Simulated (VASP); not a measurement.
# LaS (Fm-3m) in VASP: a series of runs

Runs on LaS. Level: LDA. Tasks: single point.

Program: VASP 6.6.1. These are calculated values, not measurements. Logs are shortened: lines on timing, memory, paths and dates and some standing lists are left out, and cuts for length are marked.

## (1) The structure

Symmetry: Fm-3m, No. 225, cubic system. The conventional cell has a = 5.768 Å, b = 5.768 Å, c = 5.768 Å, α = 90.00°, β = 90.00°, γ = 90.00°. Around La (site symmetry m-3m) lie 6 S at 2.88 Å. S (site symmetry m-3m) has 6 La at 2.88 Å as nearest neighbours.

## (2) Single point, LDA

INCAR reads:

```
PREC = Accurate
ENCUT = 520
EDIFF = 1E-6
ISMEAR = 1
SIGMA = 0.1
LREAL = F
LASPH = T
NELM = 100
ALGO = Normal
ISIF = 2
LWAVE = F
LCHARG = F
GGA = CA
NBANDS = 16
```

KPOINTS reads:

```
Automatic mesh
0
Gamma
  10 10 10
```

POSCAR reads:

```
LaS
1.0
   -0.0000000011      2.8839709090      2.8839709068
    2.8839709035      0.0000000022      2.8839709035
    2.8839709068      2.8839709090     -0.0000000011
La S
1 1
Direct
    0.0000000000      0.0000000000      0.0000000000
    0.5000000000      0.5000000000      0.5000000000
```

Potentials or basis: VASP PAW LDA potentials, release 64 (La, S).

Command:

```sh
cat potpaw_LDA.64/La/POTCAR potpaw_LDA.64/S/POTCAR > POTCAR
mpirun -np 1 vasp_std > vasp.out
```

OUTCAR:

```text
PREC = Accurate
   ENCUT = 520
   EDIFF = 1E-6
   ISMEAR = 1
   LREAL = F
   LASPH = T
   NELM = 100
   ISIF = 2
   GGA = CA

 ion  position               nearest neighbor table
   1  0.000  0.000  0.000-   2 2.88   2 2.88   2 2.88   2 2.88   2 2.88   2 2.88
   2  0.500  0.500  0.500-   1 2.88   1 2.88   1 2.88   1 2.88   1 2.88   1 2.88

  LATTYP: Found a face centered cubic cell.
 ALAT       =     5.7679418070

  Lattice vectors:

 A1 = (  -0.0000000011,   2.8839709090,   2.8839709068)
 A2 = (   2.8839709035,   0.0000000022,   2.8839709035)
 A3 = (   2.8839709068,   2.8839709090,  -0.0000000011)

Analysis of symmetry for initial positions (statically):
=====================================================================
 Subroutine PRICEL returns:
 Original cell was already a primitive cell.

 Routine SETGRP: Setting up the symmetry group for a
 face centered cubic supercell.

 Subroutine GETGRP returns: Found 48 space group operations
 (whereof 48 operations were pure point group operations)
 out of a pool of 48 trial point group operations.

The static configuration has the point symmetry O_h .

Analysis of symmetry for dynamics (positions and initial velocities):
=====================================================================
 Subroutine PRICEL returns:
 Original cell was already a primitive cell.

 Routine SETGRP: Setting up the symmetry group for a
 face centered cubic supercell.

 Subroutine GETGRP returns: Found 48 space group operations
 (whereof 48 operations were pure point group operations)
 out of a pool of 48 trial point group operations.

The dynamic configuration has the point symmetry O_h .

 Subroutine INISYM returns: Found 48 space group operations
 (whereof 48 operations are pure point group operations),
 and found     1 'primitive' translations

----------------------------------------------------------------------------------------

                                     Primitive cell

  volume of cell :      47.9736

  direct lattice vectors                    reciprocal lattice vectors
    -0.000000001  2.883970909  2.883970907    -0.173372068  0.173372068  0.173372068
     2.883970903  0.000000002  2.883970903     0.173372068 -0.173372068  0.173372068
     2.883970907  2.883970909 -0.000000001     0.173372068  0.173372068 -0.173372068

  length of vectors
     4.078550771  4.078550765  4.078550771     0.300289230  0.300289231  0.300289230

  position of ions in fractional coordinates (direct lattice)
     0.000000000  0.000000000  0.000000000
     0.500000000  0.500000000  0.500000000

  ion indices of the primitive-cell ions
   primitive index   ion index
                 1           1
                 2           2

----------------------------------------------------------------------------------------

 KPOINTS: Automatic mesh

Automatic generation of k-mesh.
 Grid dimensions read from file:
 generate k-points for:   10   10   10

 Generating k-lattice:

  Cartesian coordinates                     Fractional coordinates (reciprocal lattice)
    -0.017337207  0.017337207  0.017337207     0.100000000  0.000000000 -0.000000000
     0.017337207 -0.017337207  0.017337207     0.000000000  0.100000000 -0.000000000
     0.017337207  0.017337207 -0.017337207     0.000000000  0.000000000  0.100000000

  Length of vectors
     0.030028923  0.030028923  0.030028923

  Shift w.r.t. Gamma in fractional coordinates (k-lattice)
     0.000000000  0.000000000  0.000000000

 Subroutine IBZKPT returns following result:
 ===========================================

 Found     47 irreducible k-points:

 Following reciprocal coordinates:
            Coordinates               Weight
  0.000000  0.000000  0.000000      1.000000
  0.100000  0.000000  0.000000      8.000000
  0.200000  0.000000  0.000000      8.000000
  0.300000  0.000000  0.000000      8.000000
  0.400000  0.000000 -0.000000      8.000000
  0.500000 -0.000000  0.000000      4.000000
[... 16 lines left out ...]
  0.300000  0.300000  0.000000      6.000000
  0.400000  0.300000  0.000000     24.000000
 [... further k-points ...]
   k-points           NKPTS =     47   k-points in BZ     NKDIM =     47   number of bands    NBANDS=     16
   number of dos      NEDOS =    301   number of ions     NIONS =      2
   total plane-waves  NPLWV =  27000
   dimension x,y,z NGX =    30 NGY =   30 NGZ =   30
   dimension x,y,z NGXF=    60 NGYF=   60 NGZF=   60
   ions per type =               1   1
   NGX,Y,Z   is equivalent  to a cutoff of  12.23, 12.23, 12.23 a.u.
   NGXF,Y,Z  is equivalent  to a cutoff of  24.46, 24.46, 24.46 a.u.
 SYSTEM =  unknown system
   PREC   = accura    normal or accurate (medium, high low for compatibility)
   ISTART =      0    job   : 0-new  1-cont  2-samecut
   ICHARG =      2    charge: 1-file 2-atom 10-const
   ISPIN  =      1    spin polarized calculation?
   LNONCOLLINEAR =      F non collinear calculations
   LSORBIT =      F    spin-orbit coupling
   LASPH  =      T    aspherical Exc in radial PAW
   ENCUT  =  520.0 eV  38.22 Ry    6.18 a.u.   7.58  7.58  7.58*2*pi/ulx,y,z
   NELM   =    100;   NELMIN=  2; NELMDL= -5     # of ELM steps
   EDIFF  = 0.1E-05   stopping-criterion for ELM
   LREAL  =      F    real-space projection
   EDIFFG = 0.1E-04   stopping-criterion for IOM
   NSW    =      0    number of steps for IOM
   IBRION =     -1    ionic relax: 0-MD 1-quasi-New 2-CG
   NFREE  =      0    steps in history (QN), initial steepest desc. (CG)
   ISIF   =      2    stress and relaxation
   ISYM   =      2    0-nonsym 1-usesym 2-fastsym
   POTIM  = 0.5000    time-step for ionic-motion
   TEBEG  =    0.0;   TEEND  =   0.0 temperature during run
   PSTRESS=    0.0 pullay stress
   NELECT =      17.0000    total number of electrons
   NUPDOWN=      -1.0000    fix difference up-down
   EMIN   =  10.00;   EMAX   =-10.00  energy-range for DOS
   EFERMI =   0.00;   METHOD = LEGACY
   ISMEAR =     1;   SIGMA  =   0.10  broadening in eV -4-tet -1-fermi 0-gaus
   EFERMI_NEDOS =   21; number of points for ismear=-14 and -15
   IALGO  =     38    algorithm
   IMIX   =      4    mixing-type and parameters
     AMIX     =   0.40;   BMIX     =  1.00
     AMIX_MAG =   1.60;   BMIX_MAG =  1.00
  volume/ion in A,a.u.               =      23.99       161.87
  Fermi-wavevector in a.u.,A,eV,Ry     =   1.158485  2.189218 18.260196  1.342087
  Thomas-Fermi vector in A             =   2.295086
   LORBIT       =      0    0 simple, 1 ext, 2 COOP (PROOUT), +10 PAW based schemes
   GGA     = CA    functional components
   LHFCALC =     F    Hartree Fock is set to
   AEXX    =    0.0000 exact exchange contribution
   IVDW    =     0    specifies the selected vdW correction
   LEPSILON=     F    determine dielectric tensor
   LRPA    =     F    only Hartree local field effects (RPA)
 non-spin polarized calculation
 Methfessel and Paxton  Order N= 1 SIGMA  =   0.10
  energy-cutoff  :      520.00
  volume of cell :       47.97
 maximum number of plane-waves:      1308
   NGX = 15   NGY = 15   NGZ = 15

 number of electron      17.0000001 magnetization

 Free energy of the ion-electron system (eV)
  ---------------------------------------------------
  ext. energy  EPLUGINS =         0.00000000
  ---------------------------------------------------
  free energy    TOTEN  =       -14.81096624 eV

  energy without entropy =      -14.81275843  energy(sigma->0) =      -14.81156364

 E-fermi :   9.1437     XC(G=0): -10.5277

 val. band max:        9.1264453728   @ k =  -0.1000   0.1000  -0.0000
 cond. band min:       9.2271631934   @ k =  -0.3000   0.4000   0.1000
 fundamental gap:      0.1007178206
 Fermi energy:         9.1437143649

 k-point     1 :       0.0000    0.0000    0.0000
  band No.  band energies     occupation
      1     -23.6329      2.00000
      2      -7.1655      2.00000
      3      -7.1655      2.00000
      4      -7.1655      2.00000
      5      -4.7212      2.00000
      6       5.9221      2.00000
[... 8 lines left out ...]
     15      10.9235     -0.00000
     16      11.2576      0.00000

 k-point     2 :       0.1000    0.0000    0.0000
  band No.  band energies     occupation
      1     -23.6237      2.00000
      2      -7.3773      2.00000
      3      -7.1720      2.00000
      4      -7.1720      2.00000
      5      -4.4855      2.00000
      6       5.5648      2.00000
[... 8 lines left out ...]
     15      11.2593      0.00000
     16      11.2946      0.00000

 k-point     3 :       0.2000    0.0000    0.0000
  band No.  band energies     occupation
      1     -23.5993      2.00000
      2      -7.8162      2.00000
      3      -7.1890      2.00000
      4      -7.1890      2.00000
      5      -3.9800      2.00000
      6       4.8016      2.00000
[... 8 lines left out ...]
     15      11.2636      0.00000
     16      11.4195      0.00000

 k-point     4 :       0.3000    0.0000    0.0000
  band No.  band energies     occupation
      1     -23.5690      2.00000
      2      -8.2403      2.00000
      3      -7.2097      2.00000
      4      -7.2097      2.00000
      5      -3.4641      2.00000
      6       4.0369      2.00000
[... 8 lines left out ...]
     15      11.2689      0.00000
     16      11.7038      0.00000
[... 324 lines left out ...]
 k-point    22 :      -0.2000    0.2000   -0.0000
  band No.  band energies     occupation
      1     -23.5589      2.00000
      2      -8.1670      2.00000
      3      -7.4230      2.00000
      4      -7.1917      2.00000
      5      -3.5132      2.00000
      6       3.9205      2.00000
[... 8 lines left out ...]
     15      11.2270      0.00000
     16      11.6603      0.00000

 k-point    23 :       0.3000    0.3000    0.0000
  band No.  band energies     occupation
      1     -23.5493      2.00000
      2      -7.9698      2.00000
      3      -7.3845      2.00000
      4      -7.3845      2.00000
      5      -4.0595      2.00000
      6       4.3375      2.00000
[... 8 lines left out ...]
     15      11.4988      0.00000
     16      11.4991      0.00000

 k-point    24 :       0.4000    0.3000    0.0000
  band No.  band energies     occupation
      1     -23.5303      2.00000
      2      -8.0542      2.00000
      3      -7.4549      2.00000
      4      -7.4163      2.00000
      5      -4.1187      2.00000
      6       4.6456      2.00000
[... 8 lines left out ...]
     15      11.3258      0.00000
     16      11.5222      0.00000

 [... further k-points ...]

------------------------ aborting loop because EDIFF is reached ----------------------------------------

  FORCE on cell =-STRESS in cart. coord.  units (eV):
  Direction    XX          YY          ZZ          XY          YZ          ZX
  --------------------------------------------------------------------------------------
  -------------------------------------------------------------------------------------
  Total       -0.0186731     -0.0186731     -0.0186731     -0.0000000     -0.0000000      0.0000000
  in kB       -0.6236269     -0.6236269     -0.6236269     -0.0000000     -0.0000000      0.0000000
  external PRESSURE =      -0.6236269 kB  Pullay stress =       0.0000000 kB

 VOLUME and BASIS-vectors are now :
 -----------------------------------------------------------------------------
  energy-cutoff  :      520.00
  volume of cell :       47.97
      direct lattice vectors                 reciprocal lattice vectors
    -0.000000001  2.883970909  2.883970907    -0.173372068  0.173372068  0.173372068
     2.883970903  0.000000002  2.883970903     0.173372068 -0.173372068  0.173372068
     2.883970907  2.883970909 -0.000000001     0.173372068  0.173372068 -0.173372068

 POSITION                                       TOTAL-FORCE (eV/Angst)
 -----------------------------------------------------------------------------------
      0.00000      0.00000      0.00000         0.000000      0.000000     -0.000000
      2.88397      2.88397      2.88397        -0.000000     -0.000000      0.000000
 -----------------------------------------------------------------------------------
    total drift:                               -0.000000      0.000000      0.000000

  FREE ENERGIE OF THE ION-ELECTRON SYSTEM (eV)
  ---------------------------------------------------
  free  energy   TOTEN  =       -14.8109662382 eV

  energy  without entropy=      -14.8127584297  energy(sigma->0) =      -14.81156364
```

Wall time 41 s (1 thread of Intel Xeon Platinum 8488C (Sapphire Rapids), shared host); peak memory 0.18 GiB.

Results:

```
Free energy            : -14.8110 eV
Pressure               : -0.1 GPa
Band gap on the k mesh : none (metal or under the smearing width)
```

The run has no spin-orbit coupling, so splittings on La are missing.

## (3) Single point, LDA

This run uses another cell than the first one, of 25.08 Å³/atom, 1.045 times its volume.

INCAR reads:

```
SYSTEM = LaS
  PREC = Accurate
  ENCUT = 520
  EDIFF = 1E-6
  ISMEAR = 1
  SIGMA = 0.1
  LREAL = .False.
  LASPH = .True.
  NELM = 100
  ALGO = Normal
  ISIF = 2
  LWAVE = .False.
  LCHARG = .False.
  NBANDS = 16
```

KPOINTS reads:

```
Automatic mesh
0
Gamma
  10 10 10
  0 0 0
```

POSCAR reads:

```
LaS
1.0
    0.0000000000      2.9270000000      2.9270000000
    2.9270000000      0.0000000000      2.9270000000
    2.9270000000      2.9270000000      0.0000000000
La S
1 1
Direct
    0.0000000000      0.0000000000      0.0000000000
    0.5000000000      0.5000000000      0.5000000000
```

Potentials or basis: VASP PAW LDA potentials, release 64 (La, S).

Command:

```sh
cat potpaw_LDA.64/La/POTCAR potpaw_LDA.64/S/POTCAR > POTCAR
mpirun -np 1 vasp_std > vasp.out
```

Run time: 41 s. Hardware: 1 thread of Intel Xeon Platinum 8488C (Sapphire Rapids), shared host; peak memory 0.18 GiB.

It converged, with:

```
Free energy            : -14.7835 eV
Pressure               : -3.9 GPa
Band gap on the k mesh : none (metal or under the smearing width)
```

Levels at points of the mesh, in eV from the Fermi level:
| k point | band 5 | band 6 | band 7 | band 8 | band 9 | band 10 | band 11 | band 12 | band 13 | band 14 |
| --- | --- | --- | --- | --- | --- | --- | --- | --- | --- | --- |
| (0.00, 0.00, 0.00) | -13.80 | -3.22 | -3.22 | -3.22 | 0.16 | 0.16 | 0.16 | 1.15 | 1.15 | 1.22 |
| (0.50, 0.00, 0.00) | -12.26 | -5.75 | -4.72 | -4.72 | 1.03 | 1.38 | 1.38 | 1.72 | 1.72 | 1.84 |
| (0.50, 0.50, 0.00) | -13.69 | -3.62 | -3.27 | -3.27 | -1.90 | 1.56 | 1.56 | 1.68 | 1.68 | 1.83 |

Spin-orbit coupling is left out, which matters for the levels of La.
